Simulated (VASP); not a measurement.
Input:

```xyz
2
Lattice="0.0000 2.8319 2.8319 2.8319 0.0000 2.8319 2.8319 2.8319 0.0000" Properties=species:S:1:pos:R:3 pbc="T T T"
Ge     0.0000     0.0000     0.0000
Ge     1.4160     1.4160     1.4160
```

All values below come from PBEsol GGA, VASP's PBE PAW potentials (set 64) (plane waves; VASP). Run with 480 eV cut-off, 10×10×10 Γ-centred mesh, first-order Methfessel-Paxton smearing of 0.10 eV, potentials Ge_d.

Each row applies one change to this cell, which was relaxed at other settings and keeps the small stress of the first row; at a fixed cut-off the stress holds a Pulay part, so it need not integrate to ΔE exactly. Stress is in GPa, positive when the cell is compressed.

```tsv
change	ΔE (meV/atom)	σxx	σyy	σzz	largest shear component, with its sign (GPa)	largest force (eV/Å)
none	0.0	0.18	0.18	0.18	0.00	0.000
atom 1 (Ge) moved by 0.150 Å along x	[?]	[?]	[?]	[?]	[?]	[?]
biaxial strain of +3.0 % in the xz plane	15.8	-4.00	-2.10	-4.00	0.00	0.000
uniaxial strain of -1.0 % along z	1.4	0.64	0.64	1.34	0.00	0.000
uniaxial strain of -3.0 % along y	[?]	[?]	[?]	[?]	[?]	[?]
isotropic strain of +0.5 %	0.3	-0.82	-0.82	-0.82	0.00	0.000
uniaxial strain of -1.0 % along x	1.4	1.34	0.64	0.64	0.00	0.000
```

**Question.** What belongs in the gaps?

**Answer.** 
- uniaxial strain of -3.0 % along y, ΔE (meV/atom): 9.2
- uniaxial strain of -3.0 % along y, σxx: 1.71
- uniaxial strain of -3.0 % along y, σyy: 3.81
- uniaxial strain of -3.0 % along y, σzz: 1.71
- uniaxial strain of -3.0 % along y, largest shear component, with its sign (GPa): 0.00
- uniaxial strain of -3.0 % along y, largest force (eV/Å): 0.000
- atom 1 (Ge) moved by 0.150 Å along x, ΔE (meV/atom): 60.0
- atom 1 (Ge) moved by 0.150 Å along x, σxx: 0.46
- atom 1 (Ge) moved by 0.150 Å along x, σyy: 1.27
- atom 1 (Ge) moved by 0.150 Å along x, σzz: 1.27
- atom 1 (Ge) moved by 0.150 Å along x, largest shear component, with its sign (GPa): 4.71
- atom 1 (Ge) moved by 0.150 Å along x, largest force (eV/Å): 1.594

Failed runs are left out, and for metals the shear rows, which the mesh's noise covers.

The compound is Ge in the diamond structure.
